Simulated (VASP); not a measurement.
Given:

```xyz
4
Lattice="4.0748 0.0000 0.0000 -2.0374 3.5289 0.0000 0.0000 0.0000 4.6500" Properties=species:S:1:pos:R:3 pbc="T T T"
Co     0.0000     2.3526     4.3595
Co     2.0374     1.1763     2.0345
Al     0.0000     2.3526     2.0343
Al     2.0374     1.1763     4.3592
```
Starting moments (μB, in the order of the record's atoms Co Co Al Al): 1.2 1.2 -0.1 -0.1.

The numbers are results of r2SCAN meta-GGA, VASP's PBE PAW potentials (set 64) (plane waves; VASP), not measurements. Settings: 400 eV cut-off, 10×10×8 Γ-centred mesh, tetrahedra with Blöchl corrections, potentials Co Al.

Estimate the cell moment, energy per atom (σ→0), band gap (over mesh and band path) with the smallest direct gap where there is one.

```
Property                                                               Value
----------------------------------  ----------------------------------------
band gap (over mesh and band path)  none (metal, semimetal or under 0.01 eV)
cell moment                                                          1.90 μB
energy per atom (σ→0)                                         -9.440 eV/atom
```

Give the moment on each site (PAW-sphere projection).

```
site  moment (μB)
----  -----------
Co1          1.17
Co2          1.17
Al3         -0.06
Al4         -0.06
```

Only differences to runs with the same potentials and settings are physical.

The structure was generated: CoAl was put into the wurtzite type (P6_3mc), which need not be its known phase. It was relaxed first, which changed the volume by -28 %. The relaxed cell has space group P6_3/mmc.
